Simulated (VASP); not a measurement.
# What goes wrong when Rhodium is relaxed with a bad input, part 2 of 2

Aim: see how common mistakes in a VASP relaxation show up, on Rhodium. The starting structure is a measured crystal structure from the Crystallography Open Database. The first relaxation on each setting starts from this cell expanded by 3 % in volume.

VASP 6.6.1.

Results so far: reference 13.49 Å³ an atom.

### Step 5. Relaxation with too few electronic steps

Level of this step: PBEsol; plane waves and PAW (Rh_pv) (VASP).

A slip made on purpose: too few electronic steps. Against step 2 the input has NELM = 4 (also changed: NSW).

INCAR

```
SYSTEM = Rh
PREC = Accurate
ENCUT = 450
EDIFF = 1E-06
NELM = 4
ISMEAR = 1
SIGMA = 0.15
LREAL = .FALSE.
ALGO = Normal
GGA = PS
NBANDS = 13
LASPH = .TRUE.
LORBIT = 11
LWAVE = .FALSE.
LCHARG = .FALSE.
KPAR = 8
IBRION = 2
NSW = 30
ISIF = 3
EDIFFG = -0.006
```

POSCAR

```
Rh
1.0
    0.0000000000      1.9203784522      1.9203784522
    1.9203784522      0.0000000000      1.9203784522
    1.9203784522      1.9203784522      0.0000000000
Rh
1
Direct
    0.0000000000      0.0000000000      0.0000000000
```

KPOINTS

```
Automatic mesh
0
Gamma
20 20 20
0 0 0
```

Potentials, in the order of the species: Rh_pv (PBE family, release 64).

On the command line:

```console
$ mpirun -np 8 vasp_std
```

Log:

```text
[... set-up lines as in an earlier step ...]
 entering main loop
       N       E                     dE             d eps       ncg     rms          rms(c)
[... 4 cycles as in an earlier step ...]
 -----------------------------------------------------------------------------
|                                                                             |
|           W    W    AA    RRRRR   N    N  II  N    N   GGGG   !!!           |
|           W    W   A  A   R    R  NN   N  II  NN   N  G    G  !!!           |
|           W    W  A    A  R    R  N N  N  II  N N  N  G       !!!           |
|           W WW W  AAAAAA  RRRRR   N  N N  II  N  N N  G  GGG   !            |
|           WW  WW  A    A  R   R   N   NN  II  N   NN  G    G                |
|           W    W  A    A  R    R  N    N  II  N    N   GGGG   !!!           |
|                                                                             |
|     The electronic self-consistency was not achieved in the given           |
|     number of steps (NELM). The forces and other quantities evaluated       |
[...]
|     E        R    R   R    R   O     O  R    R      ###     ###     ###     |
|     EEEEEEE  R     R  R     R  OOOOOOO  R     R     ###     ###     ###     |
|                                                                             |
|     Orbital orthonormalization failed in the inversion of matrix            |
|     LAPACK: Routine ZPOTRF failed! kpoint: 1 spin: 1                        |
|                                                                             |
|     Possible solutions for this issue are:                                  |
|     - Please check whether the atoms are too close to each other.           |
|     - Decreasing POTIM might help during relaxations or MDs.                |
|     - Deleting CHGCAR or WAVECAR if incompatible with the structure.        |
|     - Try calculating without symmetrizing (ISYM = 0 or ISYM = -1).         |
|     - As last resort: using a different PAW for some of the atoms.          |
|                                                                             |
|       ---->  I REFUSE TO CONTINUE WITH THIS SICK JOB ... BYE!!! <----       |
|                                                                             |
 -----------------------------------------------------------------------------

1
1
1
1
1
1
1
1
```

Wall time 8.6 s (8 MPI ranks of Intel Xeon 6975P-C (Granite Rapids), shared host).

VASP stopped with this message: “Orbital orthonormalization failed in the inversion of matrix LAPACK: Routine ZPOTRF failed! kpoint: 1 spin: 1”.

### Step 6. Relaxation with one electron too many

A slip made on purpose: one electron too many. Against step 2 the input has NELECT = 16 (also changed: NELM).

Changes to INCAR since step 5:

```diff
@@ -4,3 +4,3 @@
 EDIFF = 1E-06
-NELM = 4
+NELM = 60
 ISMEAR = 1
@@ -17,4 +17,5 @@
 IBRION = 2
-NSW = 30
+NSW = 50
 ISIF = 3
 EDIFFG = -0.006
+NELECT = 16
```

POSCAR is that of step 5.

KPOINTS is that of step 5.

On the command line:

```console
$ mpirun -np 8 vasp_std
```

Log:

```text
[... set-up lines as in an earlier step ...]
 entering main loop
       N       E                     dE             d eps       ncg     rms          rms(c)
DAV:   1     0.129975032349E+03    0.12998E+03   -0.90747E+03  6696   0.124E+03
DAV:   2     0.560677870242E+01   -0.12437E+03   -0.11880E+03  7126   0.353E+02
DAV:   3     0.412605992768E+01   -0.14807E+01   -0.14773E+01  7866   0.431E+01
DAV:   4     0.411891828778E+01   -0.71416E-02   -0.71407E-02  7682   0.308E+00
DAV:   5     0.411882639304E+01   -0.91895E-04   -0.91891E-04  8105   0.319E-01BRMIX: very serious problems
 the old and the new charge density differ
 old charge density:    15.00000 new   16.00000
BRMIX: very serious problems
 the old and the new charge density differ
 old charge density:    15.00000 new   16.00000
BRMIX: very serious problems
 the old and the new charge density differ
 old charge density:    15.00000 new   16.00000
BRMIX: very serious problems
 the old and the new charge density differ
 old charge density:    15.00000 new   16.00000
BRMIX: very serious problems
 the old and the new charge density differ
[...]
[... from here on, the cycles between the ionic steps are left out ...]
   2 F= 0.30796885E+02 E0= 0.30798740E+02  d E =0.270295E+02
   3 F= 0.32172234E+00 E0= 0.32231648E+00  d E =-.344566E+01
   4 F= -.59473611E+00 E0= -.59364448E+00  d E =-.436211E+01
   5 F= -.19296553E+01 E0= -.19269756E+01  d E =-.569703E+01
   6 F= -.29742897E+00 E0= -.29372993E+00  d E =-.406481E+01
   7 F= -.22254058E+01 E0= -.22221459E+01  d E =-.599278E+01
   8 F= -.23972658E+01 E0= -.23932448E+01  d E =-.616464E+01
   9 F= -.24323068E+01 E0= -.24284824E+01  d E =-.619968E+01
  10 F= -.24376520E+01 E0= -.24337664E+01  d E =-.620503E+01
  11 F= -.24360478E+01 E0= -.24321192E+01  d E =-.620343E+01
  12 F= -.24338786E+01 E0= -.24300424E+01  d E =0.216917E-02
  13 F= -.24377615E+01 E0= -.24338667E+01  d E =-.171374E-02
  14 F= -.24377574E+01 E0= -.24338606E+01  d E =-.170957E-02
  15 F= -.24377605E+01 E0= -.24338645E+01  d E =-.171271E-02
  16 F= -.24377608E+01 E0= -.24338654E+01  d E =-.319875E-06
  17 F= -.24377608E+01 E0= -.24338646E+01  d E =-.265099E-06
  18 F= -.24377606E+01 E0= -.24338647E+01  d E =0.166869E-06
 trial-energy change:    0.000000  1 .order   -0.000000   -0.000000   -0.000000
 step:   0.0002(harm=  0.0002)  dis= 0.00000  next Energy=    -2.437761 (dE=-0.672E-08)
 reached required accuracy - stopping structural energy minimisation
```

The job ended after 49 s (8 MPI ranks; peak memory 1.3 GiB; 6.4 min of CPU time).

Parts of OUTCAR (step 6):

```text
  Total       -0.0059968     -0.0059968     -0.0059968      0.0000000      0.0000000      0.0000000
  in kB       -0.2588631     -0.2588631     -0.2588631      0.0000000      0.0000000      0.0000000
  external PRESSURE =      -0.2588631 kB  Pullay stress =       0.0000000 kB

 POSITION                                       TOTAL-FORCE (eV/Angst)
 -----------------------------------------------------------------------------------
      2.64755      0.00000      2.64755        -0.000000     -0.000000     -0.000000
 -----------------------------------------------------------------------------------
    total drift:                                0.000000      0.000000      0.000000

  FREE ENERGIE OF THE ION-ELECTRON SYSTEM (eV)
  ---------------------------------------------------
  free  energy   TOTEN  =        -2.4377606029 eV

  energy  without entropy=       -2.4260729919  energy(sigma->0) =       -2.43386473

[... 2 parts as in an earlier step ...]

[... 2 further parts left out ...]
[key lines of the parts left out:]
E-fermi :   1.4057
```

Logs of long relaxations may skip ionic steps without a mark.

With one electron too many the cell ends at 37.116 Å³ an atom, +175.14 % from the reference.

### Step 7. All runs side by side

| run | ended | volume (Å³/atom) | change (%) | bulk modulus (GPa) | pressure left (GPa) | core minutes |
| --- | --- | --- | --- | --- | --- | --- |
| reference | converged | 13.49 | - | 297.2 | 0.02 | 2.77 |
| too few ionic steps | not converged | - | - | - | - | 1.17 |
| low precision and a small cutoff | stopped by VASP | - | - | - | - | 0.96 |
| too few electronic steps | stopped by VASP | - | - | - | - | 1.15 |
| one electron too many | converged | 37.116 | 175.14 | - | -0.03 | 6.53 |

Core minutes are wall time times ranks, summed over the relaxations behind a row (those for a bulk modulus apart), on shared hosts.

### Step 8. What came out

```
volume of the reference                             : 13.49 Å³/atom
volume against the reference, one electron too many : +175.14 %
run with too few ionic steps                        : not converged
run with low precision and a small cutoff           : stopped by VASP
run with too few electronic steps                   : stopped by VASP
```

What this shows: VASP stopped by itself in the runs with low precision and a small cutoff and too few electronic steps. The run with too few ionic steps didn't converge. Finished, but with signs in the output that stand out against the reference: one electron too many, with the volume changed by +175.1 % (signs: a warning on the charge density, 195.1 GPa at the first ionic step (of the first relaxations, not shown; reference: -12.8 GPa), an energy that rises by up to 27.0 eV an atom on the way and a large entropy term in the energy). The reference was restarted once and the runs with a slip weren't, so their cells may not have settled fully. Further runs on this material are not shown.

[Lines on the potential files, build, host, timing and source positions are cut from VASP's logs without a mark.]

[Logs are printed without paths, hosts, clocks, repeated set-up lines and the standing remarks that a program may print on its own settings, such as how far it seeks lower states.]

[Hosts, paths, dates, database ids (printed as entryN), source tags and the programs' standing remarks are cut or masked in the printed files.]
